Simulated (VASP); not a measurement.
Given:

```xyz
4
Lattice="3.3370 0.0000 0.0000 -1.6685 2.8899 0.0000 0.0000 0.0000 5.8338" Properties=species:S:1:pos:R:3 pbc="T T T"
Hg     0.0000     0.0000     0.0000
Hg     0.0000     0.0000     2.9169
O      0.0000     1.9266     1.4585
O      1.6685     0.9633     4.3754
```

These are LDA (Ceperley-Alder, Perdew-Zunger) with spin-orbit coupling, VASP's LDA PAW potentials (set 64) (plane waves; VASP) values and carry that method's errors. Numerical set-up: 520 eV cut-off, 10×10×5 Γ-centred mesh, Gaussian smearing of 0.050 eV, potentials Hg O.

**Question.** Give the energies of bands 27 to 40 at the high-symmetry points, in eV from the Fermi level.

**Answer.** 
| band | Γ | M | K | A | L | H |
|---|---|---|---|---|---|---|
| 27 | -2.66 | -3.58 | -3.40 | -4.14 | -3.51 | -3.67 |
| 28 | -2.66 | -3.58 | -3.40 | -4.14 | -3.51 | -3.67 |
| 29 | -2.19 | -3.19 | -1.71 | -0.77 | -1.27 | -2.81 |
| 30 | -2.19 | -3.19 | -1.71 | -0.77 | -1.27 | -2.81 |
| 31 | -1.84 | -2.61 | -1.60 | -0.77 | -1.27 | -2.57 |
| 32 | -1.84 | -2.61 | -1.60 | -0.77 | -1.27 | -2.57 |
| 33 | -1.77 | -0.44 | -1.21 | -0.73 | -1.03 | -0.06 |
| 34 | -1.77 | -0.44 | -1.21 | -0.73 | -1.03 | -0.06 |
| 35 | -0.04 | 0.10 | -1.18 | -0.73 | -1.03 | 0.06 |
| 36 | -0.04 | 0.10 | -1.18 | -0.73 | -1.03 | 0.06 |
| 37 | 0.13 | 3.32 | 2.72 | 0.96 | 2.39 | 3.63 |
| 38 | 0.13 | 3.32 | 2.72 | 0.96 | 2.39 | 3.63 |
| 39 | 3.70 | 3.71 | 4.28 | 0.96 | 2.39 | 3.64 |
| 40 | 3.70 | 3.71 | 4.28 | 0.96 | 2.39 | 3.64 |

It has no gap at this level: it comes out as a metal or semimetal.

The structure was generated: HgO was put into the NiAs type (P6_3/mmc), which need not be its known phase. It was relaxed first, which changed the volume by +19 %.
